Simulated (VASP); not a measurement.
Here is the system:

```
MgO
1.0
    0.00000     2.10500     2.10500
    2.10500     0.00000     2.10500
    2.10500     2.10500     0.00000
Mg O
1 1
Direct
  0.00000   0.00000   0.00000
  0.50000   0.50000   0.50000
```

Level of theory: PBEsol GGA, VASP's PBE PAW potentials (set 64) (plane waves; VASP 6.6.1). Numerical set-up: 530 eV cut-off, 10×10×10 Γ-centred mesh, Gaussian smearing of 0.050 eV, potentials Mg O.

Predict the energy per atom (σ→0), band gap (on the k-mesh) with the smallest direct gap where there is one.

```yaml
band gap (on the k-mesh): 4.65 eV
smallest direct gap (on the k-mesh): 4.65 eV
energy per atom (σ→0): -6.256 eV/atom
```

Only differences to runs with the same potentials and settings are physical.

The compound is MgO in the rock salt structure. The cell was not relaxed at this level.
